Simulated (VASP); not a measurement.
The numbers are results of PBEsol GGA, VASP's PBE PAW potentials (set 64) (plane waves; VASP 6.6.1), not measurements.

VASP ran on this input.

**KPOINTS**
```
Automatic mesh
0
Gamma
6 6 11
0 0 0
```

### POSCAR
```
Hf3VN4
1.0
  0.0310699493   4.4084582891   4.4095740982
  4.4084582891   0.0310699493   4.4095740982
  2.2197641192   2.2197641192   0.0000000000
V N Hf
1 4 3
Direct
  0.0000000000   1.0000000000   1.0000000000
  0.2488849271   0.2488849271   0.5022301458
  0.2461439885   0.7538560115   0.5000000000
  0.7538560115   0.2461439885   0.5000000000
  0.7511150729   0.7511150729   0.4977698542
  0.0000000000   0.5000000000   1.0000000000
  0.5000000000   1.0000000000   1.0000000000
  0.5000000000   0.5000000000   1.0000000000
```

### INCAR
```
LMAXMIX  =  6
SIGMA  =  0.1   ! width (eV)
LCHARG  =  .FALSE.
ISMEAR  =  1
IBRION  =  2
PREC  =  Accurate
ENCUT  =  520   ! plane-wave cut-off (eV)
LWAVE  =  .FALSE.
LREAL  =  .FALSE.   ! projection in real space or not
ISIF  =  3
GGA  =  PS   ! PBEsol
SYSTEM  =  Hf3VN4
ALGO  =  Normal   ! blocked Davidson
LASPH  =  .TRUE.
NELM  =  100
EDIFF  =  1E-6
EDIFFG  =  -0.02   ! ionic stop
NSW  =  60   ! most ionic steps
```

POTCAR, in this order: V_sv N Hf_pv (PBE.64 set). Program: vasp_std.

Q: What will the output report for the number of irreducible k-points (NKPTS), number of bands (NBANDS), largest plane-wave count, number of space-group operations, FFT grid (NGX, NGY, NGZ)?

A: 
```
Item                                          Result
--------------------------------------  ------------
number of irreducible k-points (NKPTS)           118
number of bands (NBANDS)                          37
largest plane-wave count                        2337
number of space-group operations                   8
FFT grid (NGX, NGY, NGZ)                48 × 48 × 24
```

The structure was generated: Hf3VN4 was put into an ordered model structure (Cmmm), which need not be its known phase. This run relaxes it. Symmetry was kept, so distortions that lower it aren't found. The start is the result of an earlier pass. The run is not spin-polarised, so no magnetic state was tried. The electron count is odd and the run is not spin-polarised, which forces a metal.
